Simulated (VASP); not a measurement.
Input:

```xyz
6
Lattice="2.9966 0.0000 0.0000 -1.4983 2.5951 0.0000 0.0000 0.0000 7.3097" Properties=species:S:1:pos:R:3 pbc="T T T"
Mg     0.0000     1.7301     4.8682
Mg     1.4983     0.8650     2.4415
Zn     2.9966     0.0000     7.3097
O      0.0000     1.7301     1.2576
O      1.4983     0.8650     6.0521
O      2.9966     0.0000     3.6549
```

Computed with PBEsol GGA with spin-orbit coupling, VASP's PBE PAW potentials (set 64) (plane waves; VASP). Settings: 520 eV cut-off, 8×8×3 Γ-centred mesh, Gaussian smearing of 0.050 eV, potentials Mg Zn O.

Task: What does the run give for the energy per atom (σ→0), band gap (over mesh and band path) with the smallest direct gap where there is one?

Result: 
| Property | Result |
|---|---|
| band gap (over mesh and band path) | 3.04 eV |
| smallest direct gap (over mesh and band path) | 3.12 eV |
| energy per atom (σ→0) | -5755 meV/atom |

The absolute energy has meaning only against runs of the same code, potentials and settings.

The structure comes from a computed database's Mg2ZnO3 entry (P-3m1); how it stands against other phases isn't given here. It was relaxed first.
